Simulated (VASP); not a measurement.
# SrLi2NiS4 (I-42m) in VASP: single point with r2SCAN

Aim: the single point of SrLi2NiS4 with r2SCAN.

Everything below comes from runs of VASP 6.6.1. Logs are shortened: lines on timing, memory, paths and dates and some standing lists are left out, and cuts for length are marked.

## (1) The crystal as given

It takes space group I-42m (No. 121, tetragonal). The conventional cell has a = 6.414 Å, b = 6.414 Å, c = 7.626 Å, α = 90.00°, β = 90.00°, γ = 90.00°. Ni (site symmetry -42m) is surrounded by 4 S at 2.28 Å. Around Sr (site symmetry -42m) lie 8 S at 2.96 to 3.13 Å. Around Li (site symmetry -4) lie 4 S at 2.38 Å. S (site symmetry m) is surrounded by 1 Ni at 2.28 Å and 2 Li at 2.38 Å.

The cell was built by a generator and needn't be a form met in nature.

## (2) Single point, r2SCAN

Contents of POSCAR:

```
SrLi2NiS4
1.0
   -3.2067824400      3.2067824400      3.8130808600
    3.2067824400     -3.2067824400      3.8130808600
    3.2067824400      3.2067824400     -3.8130808600
Ni Sr Li S
1 1 2 4
Direct
    0.0000000000      0.0000000000      0.0000000000
    0.5000000000      0.5000000000      0.0000000000
    0.2500000000      0.7500000000      0.5000000000
    0.7500000000      0.2500000000      0.5000000000
    0.0352600000      0.0352600000      0.4132000000
    0.9647400000      0.3779400000      0.0000000000
    0.6220600000      0.6220600000      0.5868000000
    0.3779400000      0.9647400000      0.0000000000
```

Contents of INCAR.step1:

```
SYSTEM = SrLi2NiS4
  PREC = Accurate
  ENCUT = 520
  ISMEAR = -5
  SIGMA = 0.0609
  LREAL = .FALSE.
  LASPH = .TRUE.
  NELM = 100
  LMAXMIX = 4
  GGA = PE
  ALGO = Normal
  EDIFF = 1E-4
  LWAVE = .TRUE.
  LCHARG = .FALSE.
```

Contents of INCAR.step2:

```
SYSTEM = SrLi2NiS4
  PREC = Accurate
  ENCUT = 520
  EDIFF = 1E-6
  ISMEAR = 0
  SIGMA = 0.0609
  LREAL = .FALSE.
  LASPH = .TRUE.
  NELM = 100
  ALGO = Normal
  ISIF = 2
  LWAVE = .FALSE.
  LCHARG = .FALSE.
  LMAXMIX = 4
  METAGGA = R2SCAN
  LMIXTAU = .TRUE.
  LORBIT = 11
  ISTART = 1
```

Contents of KPOINTS:

```
Automatic mesh
0
G
  5 5 5
  0 0 0
```

Potentials or basis: VASP PAW PBE potentials, release 64 (Ni, Sr_sv, Li_sv, S).

Run with:

```console
> cat potpaw_PBE.64/Ni/POTCAR potpaw_PBE.64/Sr_sv/POTCAR potpaw_PBE.64/Li_sv/POTCAR potpaw_PBE.64/S/POTCAR > POTCAR
> cp INCAR.step1 INCAR
> mpirun -np 1 vasp_std > vasp.out
> cp INCAR.step2 INCAR
> mpirun -np 1 vasp_std > vasp.out
```

OUTCAR:

```text
SYSTEM = SrLi2NiS4
   PREC = Accurate
   ENCUT = 520
   EDIFF = 1E-6
   ISMEAR = 0
   LREAL = .FALSE.
   LASPH = .TRUE.
   NELM = 100
   ISIF = 2
   METAGGA = R2SCAN
   LORBIT = 11
   ISTART = 1

 ion  position               nearest neighbor table
   1  0.000  0.000  0.000-   5 2.28   6 2.28   7 2.28   8 2.28   2 3.81   2 3.81
   2  0.500  0.500  0.000-   7 2.96   6 2.96   8 2.96   5 2.96   5 3.13   7 3.13   8 3.13   6 3.13
                             4 3.73   4 3.73   3 3.73   3 3.73   4 3.73   3 3.73   3 3.73   4 3.73
   3  0.250  0.750  0.500-   5 2.38   7 2.38   8 2.38   6 2.38   2 3.73   2 3.73   2 3.73   2 3.73

   4  0.750  0.250  0.500-   5 2.38   6 2.38   7 2.38   8 2.38   2 3.73   2 3.73   2 3.73   2 3.73

   5  0.035  0.035  0.413-   1 2.28   3 2.38   4 2.38   2 2.96   2 3.13
   6  0.965  0.378  0.000-   1 2.28   3 2.38   4 2.38   2 2.96   2 3.13
   7  0.622  0.622  0.587-   1 2.28   3 2.38   4 2.38   2 2.96   2 3.13
   8  0.378  0.965  0.000-   1 2.28   4 2.38   3 2.38   2 2.96   2 3.13

  LATTYP: Found a body centered tetragonal cell.
 ALAT       =     6.4135648800
 C/A-ratio  =     1.1890675253

  Lattice vectors:

 A1 = (  -3.2067824400,   3.2067824400,   3.8130808600)
 A2 = (   3.2067824400,  -3.2067824400,   3.8130808600)
 A3 = (   3.2067824400,   3.2067824400,  -3.8130808600)

Analysis of symmetry for initial positions (statically):
=====================================================================
 Subroutine PRICEL returns:
 Original cell was already a primitive cell.

 Routine SETGRP: Setting up the symmetry group for a
 body centered tetragonal supercell.

 Subroutine GETGRP returns: Found  8 space group operations
 (whereof  8 operations were pure point group operations)
 out of a pool of 16 trial point group operations.

The static configuration has the point symmetry D_2d.

Analysis of symmetry for dynamics (positions and initial velocities):
=====================================================================
 Subroutine PRICEL returns:
 Original cell was already a primitive cell.

 Routine SETGRP: Setting up the symmetry group for a
 body centered tetragonal supercell.

 Subroutine GETGRP returns: Found  8 space group operations
 (whereof  8 operations were pure point group operations)
 out of a pool of 16 trial point group operations.

The dynamic configuration has the point symmetry D_2d.

 Subroutine INISYM returns: Found  8 space group operations
 (whereof  8 operations are pure point group operations),
 and found     1 'primitive' translations

----------------------------------------------------------------------------------------

                                     Primitive cell

  volume of cell :     156.8466

  direct lattice vectors                    reciprocal lattice vectors
    -3.206782440  3.206782440  3.813080860     0.000000000  0.155919527  0.131127563
     3.206782440 -3.206782440  3.813080860     0.155919527  0.000000000  0.131127563
     3.206782440  3.206782440 -3.813080860     0.155919527  0.155919527  0.000000000

  length of vectors
     5.925073238  5.925073238  5.925073238     0.203728585  0.203728585  0.220503509

  position of ions in fractional coordinates (direct lattice)
     0.000000000  0.000000000  0.000000000
     0.500000000  0.500000000  0.000000000
     0.250000000  0.750000000  0.500000000
     0.750000000  0.250000000  0.500000000
     0.035260000  0.035260000  0.413200000
     0.964740000  0.377940000  0.000000000
     0.622060000  0.622060000  0.586800000
     0.377940000  0.964740000  0.000000000

  ion indices of the primitive-cell ions
   primitive index   ion index
                 1           1
                 2           2
                 3           3
                 4           4
                 5           5
                 6           6
                 7           7
                 8           8

----------------------------------------------------------------------------------------

 KPOINTS: Automatic mesh

Automatic generation of k-mesh.
 Grid dimensions read from file:
 generate k-points for:    5    5    5

 Generating k-lattice:

  Cartesian coordinates                     Fractional coordinates (reciprocal lattice)
     0.000000000  0.031183905  0.026225513     0.200000000  0.000000000 -0.000000000
     0.031183905  0.000000000  0.026225513     0.000000000  0.200000000 -0.000000000
     0.031183905  0.031183905  0.000000000     0.000000000  0.000000000  0.200000000

  Length of vectors
     0.040745717  0.040745717  0.044100702

  Shift w.r.t. Gamma in fractional coordinates (k-lattice)
     0.000000000  0.000000000  0.000000000

 Subroutine IBZKPT returns following result:
 ===========================================

 Found     18 irreducible k-points:

 Following reciprocal coordinates:
            Coordinates               Weight
  0.000000  0.000000  0.000000      1.000000
  0.200000  0.000000 -0.000000      8.000000
  0.400000  0.000000 -0.000000      8.000000
  0.200000  0.200000 -0.000000      8.000000
  0.400000  0.200000 -0.000000     16.000000
 -0.400000  0.200000  0.000000     16.000000
[... 10 lines left out ...]
 -0.400000  0.400000  0.400000      4.000000
 -0.400000 -0.400000  0.400000      2.000000
   k-points           NKPTS =     18   k-points in BZ     NKDIM =     18   number of bands    NBANDS=     30
   number of dos      NEDOS =    301   number of ions     NIONS =      8
   total plane-waves  NPLWV = 110592
   dimension x,y,z NGX =    48 NGY =   48 NGZ =   48
   dimension x,y,z NGXF=    96 NGYF=   96 NGZF=   96
   ions per type =               1   1   2   4
   NGX,Y,Z   is equivalent  to a cutoff of  13.47, 13.47, 13.47 a.u.
   NGXF,Y,Z  is equivalent  to a cutoff of  26.94, 26.94, 26.94 a.u.
 SYSTEM =  SrLi2NiS4
   PREC   = accura    normal or accurate (medium, high low for compatibility)
   ISTART =      1    job   : 0-new  1-cont  2-samecut
   ICHARG =      0    charge: 1-file 2-atom 10-const
   ISPIN  =      1    spin polarized calculation?
   LNONCOLLINEAR =      F non collinear calculations
   LSORBIT =      F    spin-orbit coupling
   LASPH  =      T    aspherical Exc in radial PAW
   ENCUT  =  520.0 eV  38.22 Ry    6.18 a.u.  11.02 11.02 11.02*2*pi/ulx,y,z
   NELM   =    100;   NELMIN=  2; NELMDL=  0     # of ELM steps
   EDIFF  = 0.1E-05   stopping-criterion for ELM
   LREAL  =      F    real-space projection
   EDIFFG = 0.1E-04   stopping-criterion for IOM
   NSW    =      0    number of steps for IOM
   IBRION =     -1    ionic relax: 0-MD 1-quasi-New 2-CG
   NFREE  =      0    steps in history (QN), initial steepest desc. (CG)
   ISIF   =      2    stress and relaxation
   ISYM   =      2    0-nonsym 1-usesym 2-fastsym
   POTIM  = 0.5000    time-step for ionic-motion
   TEBEG  =    0.0;   TEEND  =   0.0 temperature during run
   PSTRESS=    0.0 pullay stress
   NELECT =      50.0000    total number of electrons
   NUPDOWN=      -1.0000    fix difference up-down
   EMIN   =  10.00;   EMAX   =-10.00  energy-range for DOS
   EFERMI =   0.00;   METHOD = LEGACY
   ISMEAR =     0;   SIGMA  =   0.06  broadening in eV -4-tet -1-fermi 0-gaus
   EFERMI_NEDOS =   21; number of points for ismear=-14 and -15
   IALGO  =     38    algorithm
   IMIX   =      4    mixing-type and parameters
     AMIX     =   0.40;   BMIX     =  1.00
     AMIX_MAG =   1.60;   BMIX_MAG =  1.00
  volume/ion in A,a.u.               =      19.61       132.31
  Fermi-wavevector in a.u.,A,eV,Ry     =   1.118338  2.113353 17.016539  1.250680
  Thomas-Fermi vector in A             =   2.254968
   LORBIT       =     11    0 simple, 1 ext, 2 COOP (PROOUT), +10 PAW based schemes
   METAGGA = R2SCAN    functional components
   LHFCALC =     F    Hartree Fock is set to
   AEXX    =    0.0000 exact exchange contribution
   IVDW    =     0    specifies the selected vdW correction
   LEPSILON=     F    determine dielectric tensor
   LRPA    =     F    only Hartree local field effects (RPA)
 non-spin polarized calculation
 Gauss-broadening in eV      SIGMA  =   0.06
  energy-cutoff  :      520.00
  volume of cell :      156.85
 maximum number of plane-waves:      4242
 NGX is ok and might be reduce to    48

 number of electron      49.9999995 magnetization

 Free energy of the ion-electron system (eV)
  ---------------------------------------------------
  ext. energy  EPLUGINS =         0.00000000
  ---------------------------------------------------
  free energy    TOTEN  =       -71.71484872 eV

  energy without entropy =      -71.68161886  energy(sigma->0) =      -71.69823379

 E-fermi :   2.8306     XC(G=0):  -9.6671

 val. band max:        2.8226821099   @ k =   0.2000   0.0000  -0.0000
 cond. band min:       2.8339223496   @ k =   0.4000   0.0000  -0.0000
 fundamental gap:      0.0112402397
 Fermi energy:         2.8306036232

 k-point     1 :       0.0000    0.0000    0.0000
  band No.  band energies     occupation
      1     -43.4036      2.00000
      2     -43.4029      2.00000
      3     -32.3716      2.00000
      4     -13.8603      2.00000
      5     -13.8603      2.00000
      6     -13.8367      2.00000
[... 22 lines left out ...]
     29       7.6557      0.00000
     30       8.5365      0.00000
[... 530 lines left out ...]
  band No.  band energies     occupation
      1     -43.4034      2.00000
      2     -43.4033      2.00000
      3     -32.3711      2.00000
      4     -13.9095      2.00000
      5     -13.9093      2.00000
      6     -13.9093      2.00000
[... 22 lines left out ...]
     29       8.7633      0.00000
     30       9.0398      0.00000

------------------------ aborting loop because EDIFF is reached ----------------------------------------

  FORCE on cell =-STRESS in cart. coord.  units (eV):
  Direction    XX          YY          ZZ          XY          YZ          ZX
  --------------------------------------------------------------------------------------
  -------------------------------------------------------------------------------------
  Total        0.0630607      0.0630607     -2.7095320      0.0000000      0.0000000      0.0000000
  in kB        0.6441606      0.6441606    -27.6776917      0.0000000      0.0000000      0.0000000
  external PRESSURE =      -8.7964568 kB  Pullay stress =       0.0000000 kB

 VOLUME and BASIS-vectors are now :
 -----------------------------------------------------------------------------
  energy-cutoff  :      520.00
  volume of cell :      156.85
      direct lattice vectors                 reciprocal lattice vectors
    -3.206782440  3.206782440  3.813080860     0.000000000  0.155919527  0.131127563
     3.206782440 -3.206782440  3.813080860     0.155919527  0.000000000  0.131127563
     3.206782440  3.206782440 -3.813080860     0.155919527  0.155919527  0.000000000

 POSITION                                       TOTAL-FORCE (eV/Angst)
 -----------------------------------------------------------------------------------
      0.00000      0.00000      0.00000        -0.000000      0.000000     -0.000000
      0.00000      0.00000      3.81308         0.000000      0.000000     -0.000000
      3.20678     -0.00000      1.90654        -0.000000      0.000000     -0.000000
     -0.00000      3.20678      1.90654         0.000000      0.000000     -0.000000
      1.32504      1.32504     -1.30667        -0.804989     -0.804989      0.948426
     -1.88174      1.88174      5.11975        -0.804989      0.804989     -0.948426
      1.88174      1.88174      2.50641         0.804989      0.804989      0.948426
      1.88174     -1.88174      5.11975         0.804989     -0.804989     -0.948426
 -----------------------------------------------------------------------------------
    total drift:                               -0.000194     -0.000194     -0.000264

  FREE ENERGIE OF THE ION-ELECTRON SYSTEM (eV)
  ---------------------------------------------------
  free  energy   TOTEN  =       -71.7148487247 eV

  energy  without entropy=      -71.6816188646  energy(sigma->0) =      -71.69823379

 total charge

# of ion       s       p       d       tot
------------------------------------------
    1        0.446   0.423   8.221   9.090
    2        2.006   5.874   0.201   8.081
    3        2.020   0.021   0.000   2.041
    4        2.020   0.021   0.000   2.041
    5        1.332   2.390   0.000   3.722
    6        1.332   2.390   0.000   3.722
    7        1.332   2.390   0.000   3.722
    8        1.332   2.390   0.000   3.722
--------------------------------------------------
tot         11.818  15.899   8.422  36.139
```

Wall time 8.8 min (1 thread of Intel Xeon Platinum 8259CL at 2.50GHz (Skylake/Cascade Lake), shared host); peak memory 0.42 GiB.

What came out:

```
Free energy                                           : -71.7148 eV
Largest force                                         : 1.482 eV/Å
Band gap on the k mesh                                : none (metal or under the smearing width)
Valence electrons inside the program's atomic spheres : Ni 9.09; Sr 8.08; Li 2.04; S 3.72
```

Forces on the atoms (eV/Å):
```
Ni   0.000  0.000  0.000
Sr   0.000  0.000  0.000
Li   0.000  0.000  0.000
Li   0.000  0.000  0.000
S   -0.805 -0.805  0.948
S   -0.805  0.805 -0.948
S    0.805  0.805  0.948
S    0.805 -0.805 -0.948
```

Caveat: the cutoff is under 1.25 times the usual one of these potentials, so pressure, stress and relaxed cells hold a basis-set (Pulay) error; the PAW data sets were made with another functional, which shifts forces and pressure a little; the run has no spin polarisation, though such a crystal can be magnetic.
